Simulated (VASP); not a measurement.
Method: PBE GGA, VASP's PBE PAW potentials (set 64) (plane waves; VASP).

VASP input:

### KPOINTS
```
Automatic mesh
0
Gamma
7 7 7
0 0 0
```

**INCAR**
```
# general
SYSTEM = NaCl
PREC   = Accurate
ENCUT  = 400   # plane-wave cut-off (eV)
LREAL  = .False.
LASPH  = .True.   # aspherical one-centre terms
ISYM   = 1

# electronic loop
EDIFF  = 1E-6   # SCF stop (eV)
NELM   = 100   # most electronic steps
ALGO   = Normal   # blocked Davidson

# smearing
ISMEAR = 0
SIGMA  = 0.05   # width (eV)

# functional
GGA    = PE

# ions
ISIF   = 2

# output
LWAVE  = .False.
LCHARG = .False.
```

**POSCAR**
```
NaCl
1.0
  0.0000000000   2.8200000000   2.8200000000
  2.8200000000   0.0000000000   2.8200000000
  2.8200000000   2.8200000000   0.0000000000
Na Cl
1 1
Cart
  0.0000000000   0.0000000000   0.0000000000
  2.8200000000   2.8200000000   2.8200000000
```

POTCAR, in this order: Na_pv Cl (PBE.64 set). Program: vasp_std.

What will the output report for the number of irreducible k-points (NKPTS), number of bands (NBANDS), largest plane-wave count, number of space-group operations, FFT grid (NGX, NGY, NGZ)?

number of irreducible k-points (NKPTS): 20
number of bands (NBANDS): 11
largest plane-wave count: 869
number of space-group operations: 48
FFT grid (NGX, NGY, NGZ): 28 × 28 × 28

The compound is NaCl in the rock salt structure. The cell was not relaxed at this level. The run is one of a series of settings (ISYM = 1 against the base run), some of them coarse on purpose.
